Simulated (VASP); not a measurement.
Input:

```
CELL_PARAMETERS angstrom
      1.72416    -2.98632     0.00000
      1.72416     2.98632     0.00000
      0.00000     0.00000    11.23459
ATOMIC_POSITIONS crystal
  In 0.66667 0.33333 0.25940
  In 0.33333 0.66667 0.99995
  In 0.66667 0.33333 0.74074
  N  0.66667 0.33333 0.45325
  N  0.33333 0.66667 0.19154
  N  0.66667 0.33333 0.93233
  N  0.33333 0.66667 0.67420
  Ga 0.33333 0.66667 0.50260
```

Calculation: PBEsol GGA, VASP's PBE PAW potentials (set 64) (plane waves; VASP). Run with 520 eV cut-off, 11×11×3 Γ-centred mesh, tetrahedra with Blöchl corrections, potentials In_d N Ga_d.

The cores are frozen, which limits the accuracy of field gradients.

### Question
Give the principal components of the electric field gradient (V/Å²) and the asymmetry η at each nucleus.

### Answer

```
atom    Vxx    Vyy    Vzz     η
----  -----  -----  -----  ----
In1    -5.4   -5.4   10.8  0.00
In2    -6.3   -6.2   12.5  0.00
In3   -11.3  -11.3   22.6  0.00
N4      7.3    7.3  -14.6  0.00
N5     -4.3   -4.3    8.6  0.00
N6     -4.0   -4.0    8.0  0.00
N7     -3.0   -3.0    6.0  0.00
Ga8    18.9   18.9  -37.8  0.00
```

The structure was generated: GaIn3N4 was put into an ordered model structure (P3m1), which need not be its known phase. It was relaxed first.
